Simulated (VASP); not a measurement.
# Gap, carriers and strain in BiAs (F-43m), part 3 of 3

Aim: the gap of BiAs, the masses at its band edges and their response to strain. The cell is generated by rule, not measured, and may not be a known phase.

VASP 6.6.1, plane waves and PAW; the level of theory is named at each step.

Still holding for the runs below: The k-mesh is coarse for a metal.

So far. Step 3 (Bands on a dense mesh): At 13.1 GPa the cell is away from the equilibrium volume of this level: left free, it would expand. Step 5 (Orbitals for bands with HSE06): The run ends at a pressure of 11.57 GPa.

The structure was built from a prototype and need not be the compound's stable phase.

**6. Bands with HSE06**

This step: HSE06; plane waves and PAW (As, Bi_d); invented cell (VASP 6.6.1).

A quarter of screened exact exchange corrects much of the semilocal gap error; its cost forces a coarser mesh.

The input, INCAR:

```
SYSTEM = BiAs
PREC = Accurate
ENCUT = 400
EDIFF = 1E-06
NELM = 100
ISMEAR = 0
SIGMA = 0.02
LREAL = .FALSE.
ALGO = Normal
LHFCALC = .TRUE.
AEXX = 0.25
GGA = PE
HFSCREEN = 0.2
LASPH = .TRUE.
NBANDS = 16
PRECFOCK = Fast
LORBIT = 11
LWAVE = .FALSE.
LCHARG = .FALSE.
KPAR = 4
ISIF = 2
```

The input, POSCAR:

```
BiAs
1.0
    0.0000000000      3.1176900000      3.1176900000
    3.1176900000      0.0000000000      3.1176900000
    3.1176900000      3.1176900000      0.0000000000
As Bi
1 1
Direct
    0.0000000000      0.0000000000      0.0000000000
    0.2500000000      0.2500000000      0.2500000000
```

The input, KPOINTS:

```
Automatic mesh
0
Gamma
4 4 4
0 0 0
```

The input, KPOINTS_OPT:

```
Line mode
8
Line-mode
Reciprocal
  0.00000000   0.00000000   0.00000000 GAMMA
  0.50000000   0.00000000   0.50000000 X

  0.50000000   0.00000000   0.50000000 X
  0.50000000   0.25000000   0.75000000 W

  0.50000000   0.25000000   0.75000000 W
  0.37500000   0.37500000   0.75000000 K

  0.37500000   0.37500000   0.75000000 K
  0.00000000   0.00000000   0.00000000 GAMMA

  0.00000000   0.00000000   0.00000000 GAMMA
  0.50000000   0.50000000   0.50000000 L

  0.50000000   0.50000000   0.50000000 L
  0.62500000   0.25000000   0.62500000 U

  0.62500000   0.25000000   0.62500000 U
  0.50000000   0.25000000   0.75000000 W

  0.50000000   0.25000000   0.75000000 W
  0.50000000   0.50000000   0.50000000 L

  0.50000000   0.50000000   0.50000000 L
  0.37500000   0.37500000   0.75000000 K

  0.62500000   0.25000000   0.62500000 U
  0.50000000   0.00000000   0.50000000 X
```

The projector-augmented-wave data sets are As and Bi_d (PBE family, release 64).

The WAVECAR or CHGCAR of an earlier step is read.

The run is started by

```bash
$ mpirun -np 4 vasp_std
```

Log:

```text
[banner, memory and clock lines left out]
running    4 mpi-ranks, on    1 nodes
 distrk:  each k-point on    1 cores,    4 groups
 distr:  one band on    1 cores,    1 groups

 POSCAR found type information on POSCAR AsBi
 POSCAR found :  2 types and       2 ions
 LDA part: xc-table for (Slater+PW92), standard interpolation
 found WAVECAR, reading the header
 POSCAR, INCAR and KPOINTS ok, starting setup
 FFT: planning ... GRIDC
 FFT: planning ... GRID_SOFT
 FFT: planning ... GRID
 reading WAVECAR
 the WAVECAR file was read successfully
 initial charge from wavefunction
 entering main loop
       N       E                     dE             d eps       ncg     rms          rms(c)
DAV:   1    -0.946535422480E+01   -0.94654E+01   -0.49422E-01   256   0.680E+00    0.171E+00
DAV:   2    -0.947037715047E+01   -0.50229E-02   -0.26086E-02   312   0.906E-01    0.112E+00
DAV:   3    -0.947029062519E+01    0.86525E-04   -0.17473E-03   352   0.210E-01    0.640E-01
DAV:   4    -0.947017453783E+01    0.11609E-03   -0.13287E-04   376   0.688E-02    0.362E-01
DAV:   5    -0.947013975413E+01    0.34784E-04   -0.56027E-05   360   0.401E-02    0.206E-01
DAV:   6    -0.947013401631E+01    0.57378E-05   -0.17380E-05   368   0.222E-02    0.117E-01
DAV:   7    -0.947013433773E+01   -0.32142E-06   -0.43669E-06   328   0.127E-02
   1 F= -.94701343E+01 E0= -.94696054E+01  d E =-.105786E-02
 Start KPOINTS_OPT (optional k-point list driver)
k-point batch [1-8\80]
       N       E                     dE             ncg
DAV:   1    -0.298624525947E+03   -0.25889E+04      256
DAV:   2    -0.159559461877E+04   -0.12970E+04      272
DAV:   3    -0.169054296162E+04   -0.94948E+02      320
DAV:   4    -0.169347304194E+04   -0.29301E+01      328
DAV:   5    -0.169355582055E+04   -0.82779E-01      376
DAV:   6    -0.169355968127E+04   -0.38607E-02      400
DAV:   7    -0.169355972792E+04   -0.46648E-04      368
DAV:   8    -0.169355972834E+04   -0.41944E-06      280
[...]
k-point batch [73-80\80]
       N       E                     dE             ncg
DAV:   1    -0.381099985477E+03   -0.49377E+04      256
DAV:   2    -0.165060155046E+04   -0.12695E+04      288
DAV:   3    -0.174250181569E+04   -0.91900E+02      344
DAV:   4    -0.174509656058E+04   -0.25947E+01      352
DAV:   5    -0.174518257844E+04   -0.86018E-01      384
DAV:   6    -0.174518584481E+04   -0.32664E-02      384
DAV:   7    -0.174518588720E+04   -0.42392E-04      368
DAV:   8    -0.174518588758E+04   -0.37719E-06      280
```

Run time: 2.6 min. Hardware: 4 MPI ranks of Intel Xeon 6975P-C (Granite Rapids), shared host; peak memory 1.1 GiB.

From OUTCAR (step 6):

```text
   k-points           NKPTS =      8   k-points in BZ     NKDIM =     64   number of bands    NBANDS=     16

   NELECT =      20.0000    total number of electrons

  exchange ACFDT corr.  =         0.00000000  see jH, gK, PRB 81, 115126

 E-fermi :   5.1749

 k-point     1 :       0.0000    0.0000    0.0000
  band No.  band energies     occupation
    ...
      6     -10.5573      2.00000
      7      -1.1255      2.00000
      8       3.0588      2.00000
      9       3.0588      2.00000
     10       3.0588      2.00000
     11       6.4428      0.00000
     12       6.4428      0.00000
     13       6.4428      0.00000
     14       9.7277      0.00000
     15      13.7559      0.00000
    ...

  Total        3.7080328      3.7080328      3.7080328     -0.0000000     -0.0000000      0.0000000
  in kB       98.0224068     98.0224068     98.0224068     -0.0000000     -0.0000000      0.0000000
  external PRESSURE =      98.0224068 kB  Pullay stress =       0.0000000 kB

 POSITION                                       TOTAL-FORCE (eV/Angst)
 -----------------------------------------------------------------------------------
      0.00000      0.00000      0.00000         0.000000     -0.000000     -0.000000
      1.55885      1.55885      1.55885        -0.000000      0.000000      0.000000
 -----------------------------------------------------------------------------------
    total drift:                               -0.000020     -0.000014     -0.000013

  FREE ENERGIE OF THE ION-ELECTRON SYSTEM (eV)
  ---------------------------------------------------
  free  energy   TOTEN  =        -9.4701343377 eV

  energy  without entropy=       -9.4690764823  energy(sigma->0) =       -9.46960541

[... 7 parts as in an earlier step ...]

[... 9 further parts left out ...]
```

The k-mesh is coarse for exact exchange; in a metal the Fermi energy and the levels can shift by several tenths of an eV on a finer one. The PAW data sets were made with PBE, which is usual practice but a small mismatch for other functionals.

Numbers from this step:

```
SCF cycles              : 7
free energy (TOTEN)     : -9.470 eV
energy at zero smearing : -9.470 eV
Fermi energy            : 5.175 eV
pressure                : 9.802 GPa
```

The electronic bands at the labelled points (eV, zero at the Fermi level; # counts the bands kept, so #1 is VASP's band 7):

```csv
point,#1,#2,#3,#4,#5,#6,#7,#8
Γ,-6.30,-2.12,-2.12,-2.12,1.27,1.27,1.27,4.55
0.57 of the way,-9.49,-3.96,-3.96,-0.53,0.01,4.38,4.38,5.52
X,-12.39,-4.65,-4.65,-0.68,-0.50,6.71,6.71,7.41
0.43 of the way,-12.37,-4.89,-4.87,-0.09,0.21,5.52,5.69,7.72
W,-12.35,-5.21,-5.15,1.09,2.17,3.08,4.18,7.89
0.57 of the way,-11.97,-5.46,-4.59,0.09,1.93,4.16,4.76,6.96
K,-11.88,-5.52,-4.28,-0.49,1.92,4.82,5.23,6.16
0.57 of the way,-8.66,-3.98,-2.67,-1.32,1.83,2.08,3.17,6.71
Γ,-6.30,-2.12,-2.12,-2.12,1.27,1.27,1.27,4.55
0.43 of the way,-8.10,-2.69,-2.69,-2.28,2.05,2.05,2.37,6.35
L,-10.68,-3.31,-3.31,-2.89,2.61,2.61,5.57,6.87
0.43 of the way,-10.90,-4.87,-3.63,-1.12,2.34,3.35,4.98,7.21
U,-11.88,-5.52,-4.28,-0.49,1.92,4.82,5.23,6.16
0.43 of the way,-11.97,-5.46,-4.59,0.09,1.93,4.16,4.76,6.96
W,-12.35,-5.21,-5.15,1.09,2.17,3.08,4.18,7.89
0.43 of the way,-11.25,-5.34,-4.14,-0.14,2.20,3.72,4.75,6.38
L,-10.68,-3.31,-3.31,-2.89,2.61,2.61,5.57,6.87
0.43 of the way,-10.90,-4.87,-3.63,-1.12,2.34,3.35,4.98,7.21
K,-11.88,-5.52,-4.28,-0.49,1.92,4.82,5.23,6.16
jump to U,-11.88,-5.52,-4.28,-0.49,1.92,4.82,5.23,6.16
0.43 of the way,-12.24,-5.12,-4.53,-0.56,0.46,5.69,6.11,7.07
X,-12.39,-4.65,-4.65,-0.68,-0.50,6.71,6.71,7.41
```

Of the projections kept (As, Bi), the largest for each band there; the rest of the weight can lie on other orbitals:

| point | #1 | #2 | #3 | #4 | #5 | #6 | #7 | #8 |
| --- | --- | --- | --- | --- | --- | --- | --- | --- |
| Γ | Bi 0.51 | As 0.58 | As 0.58 | As 0.58 | Bi 0.71 | Bi 0.71 | Bi 0.71 | Bi 0.70 |
| X | As 0.89 | Bi 0.51 | Bi 0.51 | As 0.64 | Bi 0.72 | Bi 0.54 | Bi 0.54 | As 0.85 |
| W | As 0.89 | Bi 0.56 | As 0.51 | As 0.74 | Bi 0.76 | As 0.72 | Bi 0.83 | As 0.65 |
| K | Bi 0.52 | Bi 0.53 | As 0.50 | As 0.51 | As 0.54 | Bi 0.63 | Bi 0.55 | As 0.61 |
| Γ | Bi 0.51 | As 0.58 | As 0.58 | As 0.58 | Bi 0.71 | Bi 0.71 | Bi 0.71 | Bi 0.70 |
| L | Bi 0.54 | As 0.52 | As 0.52 | Bi 0.52 | Bi 0.63 | Bi 0.63 | As 0.67 | As 0.68 |

The electronic bands as a text plot (rows in eV, shown from -8.0 to 4.6 only):

```
    4.3 |*   **      **** *       *    *     ** ****        **
    3.8 |              *   *                         *     *
    3.2 |   *        **    ****       *     *    **** *   *
    2.7 |                 * ** *       ***** *         ***  *
    2.2 |  *          **    ***      **    ** *  ******   ** *
    1.7 | *          *  **    ****  *          **             *
    1.2 |**          **         ****              *
    0.6 |  *        *  *                         * **
    0.1 |   ****   **                           *              *
   -0.4 |   *** ***     ****                 ***            *****
   -0.9 |  *   ***          **              *        *    **
   -1.5 |                     **           *          *
   -2.0 |**                     *****
   -2.5 | *                   ****  ****  *            * *
   -3.0 |  *                ** *      ****              *
   -3.6 |   *              *             ****        ******
   -4.1 |    ***         **   *              ***       *   ***
   -4.6 |       ***    **   **             *    *   * *       ***
   -5.1 |          ****    *                *    *** *    **   *
   -5.6 |              ****                  ****  **       ***
   -6.2 |*                        *
   -6.7 | *                     ** *
   -7.2 |  *                        *
   -7.7 |                      *
         Γ       X    W  K        Γ      L     U  W     L   K|U X
```

**7. Results**

- gap, PBE: none
- gap with spin-orbit coupling: none
- gap, HSE06 without spin-orbit coupling: none

At this level the bands overlap or touch. Masses were not obtained, since there is no gap at this level. The strain response was not obtained, since there is no gap at this level.

[Lines on the potential files, build, host, timing and source positions are cut from VASP's logs without a mark.]

[Logs are printed without paths, hosts, clocks, repeated set-up lines and the standing remarks that a program may print on its own settings, such as how far it seeks lower states.]

[Hosts, paths, dates, database ids (printed as entryN), source tags and the programs' standing remarks are cut or masked in the printed files.]

[In band tables of VASP the shares of atoms and orbitals are scaled to a sum of 1 inside the atoms' spheres.]

[Gaps and slopes under strain along one axis are those of the sampled path and mesh points; where strain splits equal valleys, another of them can be the edge.]
